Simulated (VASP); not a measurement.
Ti, 2 atoms in the cell. Symmetry: P6_3/mmc, No. 194, hexagonal system. The conventional cell has a = 2.927 Å, b = 2.927 Å, c = 4.607 Å, α = 90.00°, β = 90.00°, γ = 120.00°. Around Ti (site symmetry -6m2) lie 12 Ti at 2.86 to 2.93 Å. 

| Item | Value |
| --- | --- |
| Program | VASP 6.6.1 |
| Task | relaxation of cell and atoms |
| Functional | PBE |
| Potentials or basis | VASP PAW PBE potentials, release 64 (Ti) |
| Cutoff | 300 eV |
| k mesh | 8 × 8 × 4 |
| Occupations | methfessel-paxton, width 0.1 eV |
| Spin | no spin polarisation |
| Further INCAR settings | ALGO = Normal; EDIFF = 1e-07; IBRION = 2; EDIFFG = -0.005; NSW = 90; ISIF = 3 |

Potentials or basis: VASP PAW PBE potentials, release 64 (Ti).

Command:

```sh
$ cat potpaw_PBE.64/Ti/POTCAR > POTCAR
$ mpirun -np 1 vasp_std > vasp.out
```

Hardware: 1 thread of Intel(R) Xeon(R) 6975P-C (Granite Rapids), with other jobs on the host.

Problem. Estimate the wall time of this run.

Solution. Wall time 3.5 s on 1 thread of Intel(R) Xeon(R) 6975P-C (Granite Rapids) (shared host), peak memory 0.12 GiB. Counts: scf iterations 13, k points 30, ion steps 1.
